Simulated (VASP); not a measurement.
Consider the following.

```xyz
2
Lattice="0.0000 2.8198 2.8198 2.8198 0.0000 2.8198 2.8198 2.8198 0.0000" Properties=species:S:1:pos:R:3 pbc="T T T"
Ca     0.0000     0.0000     0.0000
S      2.8198     2.8198     2.8198
```

Method: PBEsol GGA, VASP's PBE PAW potentials (set 64) (plane waves; VASP 6.6.1). Numerical set-up: 400 eV cut-off, Gaussian smearing of 0.050 eV, potentials Ca_sv S.

Q: Give the energies of bands 6 to 11 at the high-symmetry points, in eV from the valence-band maximum.

A: 
```tsv
band	Γ	X	U	L	W
6	0.00	-2.38	-2.14	-3.27	-1.88
7	0.00	-0.84	-1.98	-1.24	-1.88
8	0.00	-0.84	-1.08	-1.24	-1.64
9	4.08	2.16	3.56	5.11	4.78
10	4.08	5.63	6.36	6.11	4.78
11	4.08	6.03	6.50	6.26	6.03
```

The gap is indirect, 2.16 eV, from the valence maximum at Γ to the conduction minimum at X.

Measured: gap 4.43 eV (computed value off by -2.27 eV), as given by David Waroquiers et al., Physical Review B (2013), arXiv:1302.6756.

The compound is CaS in the rock salt structure. It was relaxed first.
